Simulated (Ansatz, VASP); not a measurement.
# NaBI: VASP beside Ansatz

```xyz
3
Lattice="3.9815 0.0000 0.0000 0.0000 3.9815 0.0000 0.0000 0.0000 4.7652" Properties=species:S:1:pos:R:3 pbc="T T T"
Na    1.9907    1.9907    2.3826
B     0.0000    0.0000    2.3826
I     0.0000    0.0000    0.0000
```

Alike in both runs: functional PBE; k mesh 12 × 12 × 10; occupations gaussian, width 0.1 eV; no spin polarisation.

Ansatz relaxed the structure, and its values are those at the end. VASP's run is a single point on that final structure, the one shown.

|  | VASP | Ansatz |
| --- | --- | --- |
| version | VASP 6.6.1 | Ansatz 0.2.0 |
| potentials or method | VASP PAW PBE potentials, release 64 (Na_pv, B, I) | scalar-relativistic, plane waves, PAW |
| plane-wave cutoff (eV) | 520 | 420 |
| valence electrons in the cell | 17 | 29 |

|  | VASP | Ansatz | Ansatz less VASP |
| --- | --- | --- | --- |
| gap on the k mesh at the Fermi level (eV) | none | none | - |
| pressure (GPa) | 0.0 | 0.0 | +0.03 |

A gap of «none» marks a metal or a gap that the smearing closes. With one functional, cell and mesh, what is left measures potentials, basis and numerics. The two sets of potentials don't hold the same shells in valence.

Caveats: an odd number of electrons without spin polarisation forces a metal; a magnetic or distorted state may lie lower. Spin-orbit coupling is left out, which matters for the levels of I.
